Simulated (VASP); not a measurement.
These are PW91 GGA, VASP's PBE PAW potentials (set 64) (plane waves; VASP) values and carry that method's errors.

VASP ran on this input.

File POSCAR:
```
InP
4.2945410
  0.0000000000   0.7071068238   0.7071068238
  0.7071068238   0.0000000000   0.7071068238
  0.7071068238   0.7071068238   0.0000000000
In P
1 1
Cartesian
  0.0000000000   0.0000000000   0.0000000000
  0.3535534119   0.3535534119   0.3535534119
```

**INCAR**
```
SYSTEM = InP
PREC = Accurate
ENCUT = 520
EDIFF = 1E-7
NELM = 100
ALGO = Normal
LREAL = .FALSE.
LASPH = .TRUE.
ISMEAR = 0
SIGMA = 0.05
GGA = 91
LMAXMIX = 4
LWAVE = .FALSE.
LCHARG = .FALSE.
ISIF = 2
```

### KPOINTS
```
Automatic mesh
0
Gamma
8 8 8
0 0 0
```

POTCAR, in this order: In_d P (PBE.64 set). Program: vasp_std.

What VASP printed:

File OSZICAR:
```
       N       E                     dE             d eps       ncg     rms          rms(c)
DAV:   1     0.112412977846E+03    0.11241E+03   -0.86090E+03   759   0.147E+03
DAV:   2    -0.304375682609E+00   -0.11272E+03   -0.10941E+03   774   0.323E+02
DAV:   3    -0.857849598090E+01   -0.82741E+01   -0.81439E+01   999   0.917E+01
DAV:   4    -0.882157013471E+01   -0.24307E+00   -0.24285E+00   864   0.175E+01
DAV:   5    -0.883312028534E+01   -0.11550E-01   -0.11550E-01  1136   0.328E+00    0.487E+00
DAV:   6    -0.844101696788E+01    0.39210E+00   -0.82295E-01  1103   0.154E+01    0.295E+00
DAV:   7    -0.842300427483E+01    0.18013E-01   -0.16920E-01  1021   0.337E+00    0.110E+00
DAV:   8    -0.842292677553E+01    0.77499E-04   -0.12842E-02   955   0.157E+00    0.312E-01
DAV:   9    -0.842361357810E+01   -0.68680E-03   -0.23570E-03   940   0.675E-01    0.179E-01
DAV:  10    -0.842363822633E+01   -0.24648E-04   -0.19055E-04  1014   0.117E-01    0.135E-01
DAV:  11    -0.842369551340E+01   -0.57287E-04   -0.44338E-05   834   0.473E-02    0.436E-02
DAV:  12    -0.842370819834E+01   -0.12685E-04   -0.37594E-05   910   0.994E-02    0.204E-02
DAV:  13    -0.842370854450E+01   -0.34616E-06   -0.20458E-06   919   0.127E-02    0.175E-02
DAV:  14    -0.842370882879E+01   -0.28429E-06   -0.80283E-07   844   0.732E-03    0.524E-03
DAV:  15    -0.842370887271E+01   -0.43920E-07   -0.38971E-08   612   0.232E-03
   1 F= -.84237089E+01 E0= -.84236801E+01  d E =-.574904E-04
```

OUTCAR:
```
------------------------ aborting loop because EDIFF is reached ----------------------------------------
  FORCE on cell =-STRESS in cart. coord.  units (eV):
  Direction    XX          YY          ZZ          XY          YZ          ZX
  --------------------------------------------------------------------------------------
  Total       -1.0602698     -1.0602698     -1.0602698      0.0000000     -0.0000000      0.0000000
  in kB      -30.3313420    -30.3313420    -30.3313420      0.0000000     -0.0000000      0.0000000
  external PRESSURE =     -30.3313420 kB  Pullay stress =       0.0000000 kB
  volume of cell :       56.01
      direct lattice vectors                 reciprocal lattice vectors
     0.000000000  3.036699246  3.036699246    -0.164652460  0.164652460  0.164652460
     3.036699246  0.000000000  3.036699246     0.164652460 -0.164652460  0.164652460
     3.036699246  3.036699246  0.000000000     0.164652460  0.164652460 -0.164652460
  FREE ENERGIE OF THE ION-ELECTRON SYSTEM (eV)
  ---------------------------------------------------
  free  energy   TOTEN  =        -8.4237088727 eV

  energy  without entropy=       -8.4236513824  energy(sigma->0) =       -8.42368013
```
(Selected blocks of OUTCAR.)

The compound is InP in the zinc blende structure. This cell is one point of a volume scan, at 1.06 of the reference volume.
